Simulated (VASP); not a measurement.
Calculation: PBEsol GGA, VASP's PBE PAW potentials (set 64) (plane waves; VASP 6.6.1).

VASP ran on this input.

**POSCAR**
```
CdTe
1
    0.0000000000     3.1829190905     3.1829190905
    3.1829190905     0.0000000000     3.1829190905
    3.1829190905     3.1829190905     0.0000000000
Cd Te
1 1
Direct
  0.0000000000   0.0000000000   0.0000000000
  0.2500000000   0.2500000000   0.2500000000
```

**KPOINTS**
```
Automatic mesh
0
Gamma
7 7 7
0 0 0
```

**INCAR**
```
SYSTEM = CdTe
PREC = Accurate
ENCUT = 520
EDIFF = 1E-7
NELM = 100
ALGO = Normal
LREAL = .FALSE.
LASPH = .TRUE.
ISMEAR = 0
SIGMA = 0.05
GGA = PS
LMAXMIX = 4
LWAVE = .FALSE.
LCHARG = .FALSE.
ISIF = 2
```

POTCAR, in this order: Cd Te (PBE.64 set). Program: vasp_std.

Output

OUTCAR:
```
 ion  position               nearest neighbor table
   1  0.000  0.000  0.000-   2 2.76   2 2.76   2 2.76   2 2.76
   2  0.250  0.250  0.250-   1 2.76   1 2.76   1 2.76   1 2.76
  LATTYP: Found a face centered cubic cell.
 ALAT       =     6.3658381810
 Subroutine PRICEL returns:
 Original cell was already a primitive cell.
 Subroutine GETGRP returns: Found 24 space group operations
The static configuration has the point symmetry T_d .
The dynamic configuration has the point symmetry T_d .
 Subroutine INISYM returns: Found 24 space group operations
 Subroutine IBZKPT returns following result:
 Found     20 irreducible k-points:

 Following reciprocal coordinates:
            Coordinates               Weight
  0.000000  0.000000  0.000000      1.000000
  0.142857  0.000000  0.000000      8.000000
  0.285714  0.000000  0.000000      8.000000
  0.428571  0.000000  0.000000      8.000000
  0.142857  0.142857  0.000000      6.000000
  0.285714  0.142857  0.000000     24.000000
  0.428571  0.142857  0.000000     24.000000
 -0.428571  0.142857  0.000000     24.000000
 -0.285714  0.142857  0.000000     24.000000
 -0.142857  0.142857  0.000000     12.000000
  0.285714  0.285714  0.000000      6.000000
  0.428571  0.285714  0.000000     24.000000
 -0.428571  0.285714  0.000000     24.000000
 -0.285714  0.285714  0.000000     12.000000
  0.428571  0.428571  0.000000      6.000000
 -0.428571  0.428571  0.000000     12.000000
  0.428571  0.285714  0.142857     24.000000
 -0.428571  0.285714  0.142857     48.000000
 -0.428571  0.428571  0.142857     24.000000
 -0.285714  0.428571  0.142857     24.000000
   k-points           NKPTS =     20   k-points in BZ     NKDIM =     20   number of bands    NBANDS=     13
   number of dos      NEDOS =    301   number of ions     NIONS =      2
   total plane-waves  NPLWV =  46656
   dimension x,y,z NGX =    36 NGY =   36 NGZ =   36
...
```

OSZICAR:
```
       N       E                     dE             d eps       ncg     rms          rms(c)
DAV:   1     0.104005721520E+03    0.10401E+03   -0.85488E+03   528   0.121E+03
DAV:   2    -0.167868634543E+01   -0.10568E+03   -0.10153E+03   585   0.282E+02
DAV:   3    -0.567256101244E+01   -0.39939E+01   -0.39861E+01   615   0.580E+01
DAV:   4    -0.570903780247E+01   -0.36477E-01   -0.36474E-01   709   0.493E+00
DAV:   5    -0.570914576917E+01   -0.10797E-03   -0.10797E-03   640   0.243E-01    0.638E+00
DAV:   6    -0.547199648089E+01    0.23715E+00   -0.54176E-01   570   0.107E+01    0.514E+00
DAV:   7    -0.545348311771E+01    0.18513E-01   -0.12152E-01   585   0.271E+00    0.199E+00
DAV:   8    -0.545249180731E+01    0.99131E-03   -0.11263E-02   535   0.151E+00    0.574E-01
DAV:   9    -0.545246151323E+01    0.30294E-04   -0.77115E-04   600   0.349E-01    0.148E-01
DAV:  10    -0.545248616244E+01   -0.24649E-04   -0.11848E-04   565   0.110E-01    0.586E-02
DAV:  11    -0.545250734435E+01   -0.21182E-04   -0.48669E-05   553   0.552E-02    0.403E-02
DAV:  12    -0.545250522405E+01    0.21203E-05   -0.48338E-06   595   0.194E-02    0.202E-02
DAV:  13    -0.545250507187E+01    0.15217E-06   -0.50487E-07   575   0.429E-03    0.113E-02
DAV:  14    -0.545250494911E+01    0.12277E-06   -0.52391E-07   575   0.662E-03    0.269E-03
DAV:  15    -0.545250493970E+01    0.94069E-08   -0.47632E-08   340   0.229E-03
   1 F= -.54525049E+01 E0= -.54525049E+01  d E =-.293518E-12
```

OUTCAR:
```
------------------------ aborting loop because EDIFF is reached ----------------------------------------
  FORCE on cell =-STRESS in cart. coord.  units (eV):
  Direction    XX          YY          ZZ          XY          YZ          ZX
  --------------------------------------------------------------------------------------
  Total        1.1843696      1.1843696      1.1843696      0.0000000     -0.0000000      0.0000000
  in kB       29.4232773     29.4232773     29.4232773      0.0000000     -0.0000000      0.0000000
  external PRESSURE =      29.4232773 kB  Pullay stress =       0.0000000 kB
  volume of cell :       64.49
      direct lattice vectors                 reciprocal lattice vectors
     0.000000000  3.182919090  3.182919090    -0.157088505  0.157088505  0.157088505
     3.182919090  0.000000000  3.182919090     0.157088505 -0.157088505  0.157088505
     3.182919090  3.182919090  0.000000000     0.157088505  0.157088505 -0.157088505
  FREE ENERGIE OF THE ION-ELECTRON SYSTEM (eV)
  ---------------------------------------------------
  free  energy   TOTEN  =        -5.4525049397 eV

  energy  without entropy=       -5.4525049397  energy(sigma->0) =       -5.45250494
```
(Selected blocks of OUTCAR.)

**OUTCAR**
```
 val. band max:        2.7188492299   @ k =   0.0000   0.0000   0.0000

 cond. band min:       3.5420613667   @ k =   0.0000   0.0000   0.0000


 Fermi energy:         2.9455076534

 k-point     1 :       0.0000    0.0000    0.0000
  band No.  band energies     occupation
      1      -8.8192      2.00000
      2      -5.7438      2.00000
      3      -5.7438      2.00000
      4      -5.7438      2.00000
      5      -5.4363      2.00000
      6      -5.4363      2.00000
      7       2.7188      2.00000
      8       2.7188      2.00000
      9       2.7188      2.00000
     10       3.5421      0.00000
     11       7.2199      0.00000
     12       7.2199      0.00000
     13       7.2199      0.00000

 k-point     2 :       0.1429    0.0000    0.0000
  band No.  band energies     occupation
      1      -8.7329      2.00000
      2      -5.7270      2.00000
      3      -5.7270      2.00000
      4      -5.6817      2.00000
      5      -5.4377      2.00000
      6      -5.4377      2.00000
      7       1.1860      2.00000
      8       2.5202      2.00000
      9       2.5202      2.00000
     10       4.5284      0.00000
     11       7.2766      0.00000
     12       7.5083      0.00000
     13       7.5083      0.00000

 k-point     3 :       0.2857    0.0000    0.0000
  band No.  band energies     occupation
      1      -8.5372      2.00000
      2      -5.6934      2.00000
      3      -5.6934      2.00000
      4      -5.4601      2.00000
      5      -5.4359      2.00000
      6      -5.4359      2.00000
      7      -0.6185      2.00000
      8       2.1430      2.00000
      9       2.1430      2.00000
     10       4.6803      0.00000
     11       7.8530      0.00000
     12       7.8530      0.00000
     13       8.4938      0.00000

 k-point     4 :       0.4286    0.0000    0.0000
  band No.  band energies     occupation
      1      -8.3817      2.00000
      2      -5.6720      2.00000
      3      -5.6720      2.00000
...
```

Unless said otherwise, spin-orbit coupling is left out, though it shifts the bands of the heavy elements here.

The compound is CdTe in the zinc blende structure. This cell is one point of a volume scan, at 0.94 of the reference volume.
